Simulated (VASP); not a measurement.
**Tc3Sn under changes of volume**

One of the cells (16.498 Å³/atom); the others are scaled copies at fixed shape and fractional positions:

```
CELL_PARAMETERS angstrom
2.96107 0.00000 0.00000
-1.48053 2.56436 0.00000
0.00000 0.00000 8.69062
ATOMIC_POSITIONS crystal
Sn 0.00000 0.00000 0.00000
Tc 0.33333 0.66667 0.73822
Tc 0.33333 0.66667 0.26178
Tc 0.00000 0.00000 0.50000
```

The cell comes from a database or a generator and needn't be the stable form of this composition.

| Item | Value |
| --- | --- |
| Program | VASP 6.6.1 |
| Functional | PBE |
| Potentials or basis | VASP PAW PBE potentials, release 64 (Sn_d, Tc_pv) |
| Cutoff | 520 eV |
| k mesh | 10 × 10 × 3 |
| Occupations | fermi-dirac, width 0.05 eV |
| Spin | no spin polarisation |

```tsv
volume (Å³/atom)	energy over the lowest point (meV/atom)	pressure (GPa)	largest force (eV/Å)
15.204	31.21	13.2	0.169
15.527	10.14	7.5	0.070
15.851	0.00	2.4	0.024
16.498	7.97	-6.3	0.196
16.821	?	?	?
17.144	47.07	-13.1	0.349
```

Task: What does the run at 16.821 Å³/atom give?

Result: Energy over the lowest point 24.06 meV/atom; pressure -9.9 GPa; largest force 0.275 eV/Å.

Worked out: A Birch-Murnaghan fit of order 3 (a polynomial in V^(-2/3)) to the other rows has its minimum at 16.02 Å³/atom with B0 = V·E''(V) = 225 GPa and B' = 4.7 at fixed shape and positions, which overstates the stiffness. It gives 24.06 meV/atom at 16.821 Å³/atom, against the run's 24.06, and -dE/dV = -9.8 GPa, against -9.9.

Energies are extrapolated to zero smearing.
